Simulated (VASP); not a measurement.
A convergence study with VASP on Pd (fcc): a few settings are varied, all else stays as given below, so the limit is that of these other settings. The cell's lengths are 1 % over those of the tabulated start, so it is off equilibrium.

```
Pd
1.0
    0.00000     1.96445     1.96445
    1.96445     0.00000     1.96445
    1.96445     1.96445     0.00000
Pd
1
Direct
  0.00000   0.00000   0.00000
```

All values below come from LDA (Ceperley-Alder, Perdew-Zunger), VASP's LDA PAW potentials (set 64) (plane waves; VASP 6.6.1). The last row used: 900 eV cut-off, 14×14×14 Γ-centred mesh, first-order Methfessel-Paxton smearing of 0.10 eV, potentials Pd_pv.

Energies of different potentials or hybrids have different zeros.

| setting | E (eV/atom) | pressure (GPa) | plane waves |
|---|---|---|---|
| ENCUT = 300, POTCAR Pd | -6.4478 | -12.84 | 190 |
| ENCUT = 400, POTCAR Pd | -6.4402 | -13.11 | 290 |
| ENCUT = 520, POTCAR Pd | -6.4401 | -12.70 | 420 |
| ENCUT = 700, POTCAR Pd | -6.4400 | -12.64 | 648 |
| ENCUT = 900, POTCAR Pd | [?] | [?] | 950 |
| ENCUT = 300, POTCAR Pd_pv | -6.4338 | -12.70 | 190 |
| ENCUT = 400, POTCAR Pd_pv | -6.4278 | -13.49 | 290 |
| ENCUT = 520, POTCAR Pd_pv | -6.4294 | -12.30 | 420 |
| ENCUT = 700, POTCAR Pd_pv | -6.4294 | [?] | 648 |
| ENCUT = 900, POTCAR Pd_pv | -6.4294 | -12.01 | 950 |

What belongs in the gaps?

- ENCUT = 900, POTCAR Pd, E (eV/atom): -6.4395
- ENCUT = 900, POTCAR Pd, pressure (GPa): -12.63
- ENCUT = 700, POTCAR Pd_pv, pressure (GPa): -12.25

Left out are rungs that failed or repeat a setting and relaxations that didn't move; long series are thinned to 24 rows.

The compound is Pd in the fcc structure. The cell was not relaxed at this level.
